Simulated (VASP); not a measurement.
Consider the following.

```yaml
crystal:
  lattice:
    - [-2.70274, 2.70274, 5.32829]
    - [2.70274, -2.70274, 5.32829]
    - [2.70274, 2.70274, -5.32829]
  atoms:
    - { symbol: Zn, position: [0.75000, 0.25000, 0.50000] }
    - { symbol: Zn, position: [0.00000, 0.00000, 0.00000] }
    - { symbol: Ge, position: [0.25000, 0.75000, 0.50000] }
    - { symbol: Ge, position: [0.50000, 0.50000, 0.00000] }
    - { symbol: P, position: [0.12956, 0.62500, 0.00456] }
    - { symbol: P, position: [0.37500, 0.37956, 0.50456] }
    - { symbol: P, position: [0.62044, 0.12500, 0.99544] }
    - { symbol: P, position: [0.87500, 0.87044, 0.49544] }
```

Method: PBE GGA, VASP's PBE PAW potentials (set 64) (plane waves; VASP). Numerical set-up: 300 eV cut-off, 5×5×5 Γ-centred mesh, Fermi-Dirac smearing of 0.020 eV, potentials Zn Ge_d P.

The path is coarsely sampled, so an indirect gap can come out somewhat too large.

Task: Give the energies of bands 29 to 42 at the high-symmetry points, in eV from the valence-band maximum.

Result: 
| band | Γ | X | P | N | M | S | R |
|---|---|---|---|---|---|---|---|
| 29 | -4.38 | -3.87 | -2.98 | -4.27 | -3.66 | -4.05 | -3.81 |
| 30 | -4.06 | -3.87 | -2.98 | -3.96 | -3.66 | -3.56 | -3.81 |
| 31 | -3.73 | -1.91 | -2.43 | -3.10 | -2.55 | -3.41 | -2.32 |
| 32 | -2.65 | -1.91 | -2.43 | -2.79 | -2.55 | -3.20 | -2.32 |
| 33 | -2.65 | -1.22 | -1.20 | -2.52 | -1.98 | -2.42 | -1.33 |
| 34 | -0.07 | -1.22 | -1.20 | -1.93 | -1.98 | -2.16 | -1.33 |
| 35 | -0.07 | -0.77 | -1.13 | -1.68 | -1.40 | -1.19 | -1.12 |
| 36 | 0.00 | -0.77 | -1.13 | -1.00 | -1.40 | -0.87 | -1.12 |
| 37 | 1.37 | 1.32 | 1.97 | 2.48 | 1.26 | 1.43 | 1.70 |
| 38 | 1.59 | 1.32 | 1.97 | 2.57 | 1.26 | 2.54 | 1.70 |
| 39 | 1.64 | 3.08 | 2.92 | 2.83 | 1.46 | 2.65 | 3.53 |
| 40 | 3.18 | 3.08 | 2.92 | 4.03 | 1.46 | 3.17 | 3.53 |
| 41 | 3.18 | 4.07 | 4.01 | 4.12 | 2.41 | 4.16 | 3.80 |
| 42 | 3.29 | 4.07 | 4.01 | 4.50 | 2.41 | 4.32 | 3.80 |

The gap is indirect, 1.19 eV, from the valence maximum at Γ to the conduction minimum at M-S at 0.40.

The structure comes from a computed database's ZnGeP2 entry; how it stands against other phases isn't given here. The cell was not relaxed at this level.
